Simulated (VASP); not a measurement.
Here is the system:

```xyz
3
Lattice="0.0000 2.6856 2.6856 2.6856 0.0000 2.6856 2.6856 2.6856 0.0000" Properties=species:S:1:pos:R:3 pbc="T T T"
Si     1.3428     1.3428     1.3428
Si     4.0284     4.0284     4.0284
Ni     0.0000     0.0000     0.0000
```

Computed with RPBE GGA, VASP's PBE PAW potentials (set 64) (plane waves; VASP 6.6.1). Run with 520 eV cut-off, 10×10×10 Γ-centred mesh, first-order Methfessel-Paxton smearing of 0.10 eV, potentials Si Ni.

Problem. Give the stress tensor in GPa (positive for a compressed cell).

Solution. 
```
9.19  0.00  0.00
0.00  9.19  0.00
0.00  0.00  9.19
```
The pressure is its mean diagonal, 9.19 GPa.

The compound is NiSi2 in the fluorite structure. This cell is one point of a volume scan, at 0.94 of the reference volume. The run is not spin-polarised, so no magnetic state was tried.
